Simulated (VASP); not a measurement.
All values below come from r2SCAN meta-GGA, VASP's PBE PAW potentials (set 64) (plane waves; VASP).

Input for VASP

File POSCAR:
```
CdSe
1.0
  2.1684611177  -3.7558845876   0.0000000000
  2.1684611177   3.7558845876   0.0000000000
  0.0000000000   0.0000000000   7.0664854749
Cd Se
2 2
Direct
  0.6666670000   0.3333330000   0.5000101551
  0.3333330000   0.6666670000   0.0000101551
  0.6666670000   0.3333330000   0.8759898449
  0.3333330000   0.6666670000   0.3759898449
```

**INCAR**
```
! general
SYSTEM  = CdSe
PREC    = Accurate
ENCUT   = 400
LREAL   = .FALSE.
LASPH   = .TRUE.

! electronic loop
EDIFF   = 1E-8
NELM    = 100
ALGO    = Normal
LMAXMIX = 4   ! l cut-off of mixed one-centre charges
LMIXTAU = .TRUE.

! smearing
ISMEAR  = 0
SIGMA   = 0.05   ! width (eV)

! functional
METAGGA = R2SCAN

! ions
IBRION  = 1   ! quasi-Newton
NSW     = 30
ISIF    = 2
EDIFFG  = -0.001

! output
LWAVE   = .FALSE.
LCHARG  = .FALSE.
```

File KPOINTS:
```
Automatic mesh
0
Gamma
5 5 3
0 0 0
```

POTCAR, in this order: Cd Se (PBE.64 set). Program: vasp_std.

Task: Estimate the energy per atom (σ→0).

Result: 
- energy per atom (σ→0): -17954 meV/atom

OSZICAR:
```
...
DAV:  26    -0.718143949642E+02   -0.18423E-05   -0.18331E-06   440   0.858E-03    0.133E-03
DAV:  27    -0.718143948281E+02    0.13607E-06   -0.16306E-07   536   0.284E-03    0.336E-04
DAV:  28    -0.718143952469E+02   -0.41879E-06   -0.90969E-08   446   0.240E-03    0.603E-04
DAV:  29    -0.718143951583E+02    0.88583E-07   -0.38297E-09   268   0.703E-04    0.351E-04
DAV:  30    -0.718143952279E+02   -0.69567E-07   -0.32073E-09   232   0.429E-04    0.529E-05
DAV:  31    -0.718143951872E+02    0.40702E-07   -0.13065E-09   238   0.230E-04    0.319E-05
DAV:  32    -0.718143951950E+02   -0.77803E-08   -0.31511E-10   226   0.102E-04
   1 F= -.71814395E+02 E0= -.71814395E+02  d E =-.718144E+02
```

The compound is CdSe in the wurtzite structure. It was relaxed first. The start is the result of an earlier pass.
